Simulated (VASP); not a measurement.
Computed with TPSS meta-GGA, VASP's PBE PAW potentials (set 64) (plane waves; VASP 6.6.1).

The input files of a VASP run:

**KPOINTS**
```
Regular mesh
0
gamma
 11 11 6
0 0 0
```

INCAR:
```
SYSTEM = Lu
PREC = Accurate
ENCUT = 520
EDIFF = 1E-6
NELM = 100
ALGO = Normal
LREAL = .FALSE.
LASPH = .TRUE.
ISMEAR = 1
SIGMA = 0.1
METAGGA = TPSS
LMIXTAU = .TRUE.
LMAXMIX = 6
LWAVE = .FALSE.
LCHARG = .FALSE.
IBRION = 2
ISIF = 3
NSW = 60
EDIFFG = -0.01
```

### POSCAR
```
Lu
1
    1.7500000000    -3.0310890000     0.0000000000
    1.7500000000     3.0310890000     0.0000000000
    0.0000000000     0.0000000000     5.5500000000
Lu
2
Direct
  0.3333330000   0.6666670000   0.2500000000
  0.6666670000   0.3333330000   0.7500000000
```

POTCAR, in this order: Lu_3 (PBE.64 set). Program: vasp_std.

Energy and stress use the plane-wave basis of the starting cell.

**Question.** Estimate the energy per atom (σ→0), volume per atom, band gap (on the k-mesh).

**Answer.** 
| Quantity | Result |
|---|---|
| energy per atom (σ→0) | -6.335 eV/atom |
| band gap (on the k-mesh) | none (metal, semimetal or under 0.01 eV) |
| volume per atom | 28.63 Å³/atom |

**OSZICAR**
```
...
DAV:   2    -0.126699380302E+02    0.66945E-03   -0.15588E-03  2801   0.684E-01    0.944E-02
DAV:   3    -0.126696580678E+02    0.27996E-03   -0.39248E-04  3068   0.328E-01    0.398E-02
DAV:   4    -0.126696382312E+02    0.19837E-04   -0.65630E-05  2979   0.100E-01    0.217E-02
DAV:   5    -0.126696272717E+02    0.10959E-04   -0.21907E-05  2587   0.632E-02    0.381E-03
DAV:   6    -0.126696370431E+02   -0.97714E-05   -0.16516E-05  2596   0.485E-02    0.314E-03
DAV:   7    -0.126696424198E+02   -0.53767E-05   -0.20728E-06  1826   0.204E-02    0.112E-03
DAV:   8    -0.126696426570E+02   -0.23726E-06   -0.28158E-07   922   0.223E-02
   4 F= -.12669643E+02 E0= -.12670639E+02  d E =-.326308E-03
```

The compound is Lu in the hcp structure. This run relaxes it. Symmetry was kept, so distortions that lower it aren't found.
